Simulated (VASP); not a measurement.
Data:

```
Ag
1.0
    0.00000     3.01113     3.01113
    3.01113     0.00000     3.01113
    3.01113     3.01113     0.00000
Ag
2
Direct
  0.75000   0.75000   0.75000
  0.50000   0.50000   0.50000
```

Method: PBEsol GGA, VASP's PBE PAW potentials (set 64) (plane waves; VASP 6.6.1). Run with 400 eV cut-off, 12×12×12 Γ-centred mesh, tetrahedra with Blöchl corrections, potentials Ag.

Problem. Estimate the energy per atom (σ→0), band gap (on the k-mesh) with the smallest direct gap where there is one.

Solution. 
The band gap (on the k-mesh) comes out as none (metal, semimetal or under 0.01 eV). The energy per atom (σ→0) comes out as -2.326 eV/atom.

The structure was generated: Ag was put into the diamond type (Fd-3m), which need not be its known phase. It was relaxed first, which changed the volume by +14 %.
